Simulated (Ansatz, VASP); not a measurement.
# Cross-check of Ga2O3 between VASP and Ansatz, part 2 of 2

Aim: how closely do two programs agree when they are given the same cell, functional and k mesh? The cell is taken from a series of runs on this material, whose earlier steps may have relaxed, scaled, displaced or heated it; both programs get it as it stands.

VASP 6.6.1 and Ansatz 0.2.0.

So far: The structure; Ansatz: single point, HSE06; VASP: single point, HSE06.

## Step 3: VASP: single point, HSE06 (continued)

Level of this step: HSE06; plane waves and PAW (Ga_d, O) (VASP).

Numbers of over 12 decimals in the logs are rounded to 6 here.

From OUTCAR (step 3):

```text
ion  position               nearest neighbor table
   1  0.092  0.092  0.796-   5 1.81  10 1.82  10 1.82   7 1.84
   2  0.908  0.908  0.204-   6 1.81   9 1.82   9 1.82   8 1.84
   3  0.660  0.660  0.314-   9 1.91   5 1.92   5 1.92   8 1.99   7 2.04   7 2.04
   4  0.340  0.340  0.686-  10 1.91   6 1.92   6 1.92   7 1.99   8 2.04   8 2.04
   5  0.169  0.169  0.109-   1 1.81   3 1.92   3 1.92
   6  0.831  0.831  0.891-   2 1.81   4 1.92   4 1.92
   7  0.172  0.172  0.560-   1 1.84   4 1.99   3 2.04   3 2.04
   8  0.828  0.828  0.440-   2 1.84   3 1.99   4 2.04   4 2.04
   9  0.497  0.497  0.253-   2 1.82   2 1.82   3 1.91
  10  0.503  0.503  0.747-   1 1.82   1 1.82   4 1.91

  LATTYP: Found a base centered monoclinic cell.
 ALAT       =    12.0489257104
 B/A-ratio  =     0.2486572785
 C/A-ratio  =     0.4747093502
 COS(beta)  =    -0.2390419102

 Subroutine GETGRP returns: Found  4 space group operations
 (whereof  4 operations were pure point group operations)

The static configuration has the point symmetry C_2h.

 Found     14 irreducible k-points:

   k-points           NKPTS =     14   k-points in BZ     NKDIM =     32   number of bands    NBANDS=     54

   dimension x,y,z NGX =    48 NGY =   48 NGZ =   48
   dimension x,y,z NGXF=    96 NGYF=   96 NGZF=   96

   ENCUT  =  520.0 eV  38.22 Ry    6.18 a.u.  11.54 11.54 10.63*2*pi/ulx,y,z

   NELECT =      88.0000    total number of electrons

 k-points in reciprocal lattice and weights: Automatic mesh
   0.00000000  0.00000000  0.00000000       0.031
   0.25000000  0.00000000  0.00000000       0.125
   0.50000000  0.00000000  0.00000000       0.062
   0.25000000  0.25000000  0.00000000       0.062
   0.50000000  0.25000000  0.00000000       0.125
  -0.25000000  0.25000000  0.00000000       0.062
   0.50000000  0.50000000  0.00000000       0.031
   0.00000000  0.00000000  0.50000000       0.031
   0.25000000  0.00000000  0.50000000       0.125
[...]
-0.25000000  0.25000000  0.50000000       0.062
   0.50000000  0.50000000  0.50000000       0.031

  exchange ACFDT corr.  =         0.00000000  see jH, gK, PRB 81, 115126

 average (electrostatic) potential at core
       1 -56.9275       2 -56.9275       3 -56.7880       4 -56.7880       5 -63.0339
       6 -63.0339       7 -63.5248       8 -63.5248       9 -63.3864      10 -63.3864

 E-fermi :   3.1294

 k-point     1 :       0.0000    0.0000    0.0000
  band No.  band energies     occupation
    ...
     40       2.3764      2.00000
     41       2.4164      2.00000
     42       2.5106      2.00000
     43       2.7763      2.00000
     44       3.0075      2.00000
     45       7.6033      0.00000
     46      11.0164      0.00000
     47      11.9025      0.00000
     48      12.2767      0.00000
     49      13.0216      0.00000
    ...

 k-point     2 :       0.2500    0.0000    0.0000
  band No.  band energies     occupation
    ...
     40       1.8546      2.00000
     41       1.9593      2.00000
     42       2.1676      2.00000
     43       2.4557      2.00000
     44       2.9494      2.00000
     45      10.0268      0.00000
     46      11.6189      0.00000
     47      12.5750      0.00000
     48      13.5413      0.00000
     49      13.7402      0.00000
    ...

 k-point     3 :       0.5000    0.0000    0.0000
  band No.  band energies     occupation
    ...
     40       1.6615      2.00000
     41       2.2873      2.00000
     42       2.3129      2.00000
     43       2.5836      2.00000
     44       2.7734      2.00000
     45      10.8521      0.00000
     46      11.9473      0.00000
     47      12.7943      0.00000
     48      12.8812      0.00000
     49      13.4811      0.00000
    ...

  Total        5.8705170      6.4686307      6.6844454      0.0000000      0.0000000     -0.0407062
  in kB       93.8252261    103.3845461    106.8337939      0.0000000      0.0000000     -0.6505839
  external PRESSURE =     101.3478553 kB  Pullay stress =       0.0000000 kB

  energy-cutoff  :      520.00
  volume of cell :      100.25
      direct lattice vectors                 reciprocal lattice vectors
     6.024462855 -1.498026538  0.000000000     0.082994951 -0.333772458  0.020431599
     6.024462855  1.498026538  0.000000000     0.082994951  0.333772458  0.020431599
    -1.367257024  0.000000000  5.553918213     0.000000000  0.000000000  0.180053066

 POSITION                                       TOTAL-FORCE (eV/Angst)
 -----------------------------------------------------------------------------------
      0.01606      0.00000      4.41844        -0.014527      0.000000      0.009792
     10.66561      0.00000      1.13548         0.014527      0.000000     -0.009792
      7.51817      0.00000      1.74119         0.003803      0.000000     -0.030516
      3.16350      0.00000      3.81273        -0.003803      0.000000      0.030516
      1.89357      0.00000      0.60381        -0.057132      0.000000     -0.049210
      8.78810      0.00000      4.95011         0.057132      0.000000      0.049210
      1.30624      0.00000      3.10811        -0.025397      0.000000      0.052388
      9.37543      0.00000      2.44581         0.025397      0.000000     -0.052388
      5.64026      0.00000      1.40590        -0.064511      0.000000     -0.021857
      5.04141      0.00000      4.14802         0.064511      0.000000      0.021857
 -----------------------------------------------------------------------------------
    total drift:                               -0.000006      0.000002     -0.000002

  FREE ENERGIE OF THE ION-ELECTRON SYSTEM (eV)
  ---------------------------------------------------
  free  energy   TOTEN  =       -74.9282658270 eV

  energy  without entropy=      -74.9282658270  energy(sigma->0) =      -74.92826583

 total charge
# of ion       s       p       d       tot
------------------------------------------
    1        0.705   0.907  10.330  11.942
    2        0.705   0.907  10.330  11.942
    3        0.619   0.751  10.309  11.678
    4        0.619   0.751  10.309  11.678
    5        1.556   3.576   0.000   5.132
    6        1.556   3.576   0.000   5.132
    7        1.560   3.580   0.000   5.140
    8        1.560   3.580   0.000   5.140
    9        1.552   3.608   0.000   5.160
   10        1.552   3.608   0.000   5.160
--------------------------------------------------
tot         11.984  24.843  41.278  78.105

[... 3 further parts left out ...]
```

The run ends at a pressure of 10.13 GPa, with forces up to 0.075 eV/Å.

## Step 4: Side by side

Known differences besides the potentials themselves: exact exchange at q = 0 is treated differently, which shows on coarse meshes; VASP keeps PBE cores, Ansatz makes them for the functional; fixed occupations in Ansatz, narrow Gaussian smearing in VASP; the data sets hold 120 valence electrons in Ansatz (on PAW files that the input asks for by source) and 88 in VASP; the cutoff is 1020 eV in Ansatz and 520 eV in VASP; VASP takes a coarser grid for exact exchange (PRECFOCK = Fast). Total energies have different zeros and are not compared.

The two programs side by side:

```csv
quantity,Ansatz,VASP,difference
gap on the k mesh (eV),4.618,4.596,+0.022
```

A gap on the mesh is an upper bound, since the band edges may lie between its points.

## Step 5: Results

* difference in gap on the k mesh (single point, HSE06): 0.022 eV

What this shows: The difference in gap on the k mesh is 0.022 eV (single point, HSE06), within the 0.08 eV picked in this series as the mark of a large difference. The data sets hold unlike numbers of valence electrons (120 in Ansatz and 88 in VASP), so part of the differences comes from the potentials. How closely two codes agree says nothing of how well the functional describes the real material.

[Lines on the potential files, build, host, timing and source positions are cut from VASP's logs without a mark.]

[Logs are printed without paths, hosts, clocks, repeated set-up lines and the standing remarks that a program may print on its own settings, such as how far it seeks lower states.]

[Hosts, paths, dates, database ids (printed as entryN), source tags and the programs' standing remarks are cut or masked in the printed files.]
